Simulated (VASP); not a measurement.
```yaml
crystal:
  lattice:
    - [4.61995, 0.00000, 0.00000]
    - [0.00000, 4.61995, 0.00000]
    - [0.00000, 0.00000, 4.61995]
  atoms:
    - { symbol: Lu, position: [0.00000, 0.50000, 0.50000] }
    - { symbol: Lu, position: [0.50000, 0.00000, 0.50000] }
    - { symbol: Lu, position: [0.50000, 0.50000, 0.00000] }
    - { symbol: Hg, position: [0.00000, 0.00000, 0.00000] }
```

The numbers are results of PBEsol GGA, VASP's PBE PAW potentials (set 64) (plane waves; VASP), not measurements. Run with 400 eV cut-off, Gaussian smearing of 0.050 eV, potentials Lu_3 Hg.

Unless said otherwise, spin-orbit coupling is left out, though it shifts the bands of the heavy elements here.

Q: What does the run give for the band gap (along the path) with the smallest direct gap where there is one?

A: 
band gap (along the path): none (metal, semimetal or under 0.01 eV)

The absolute energy has meaning only against runs of the same code, potentials and settings.

The structure comes from a computed database's Lu3Hg entry (Pm-3m); how it stands against other phases isn't given here. It was relaxed first, which changed the volume by -6 %. The electron count is odd and the run is not spin-polarised, which forces a metal.
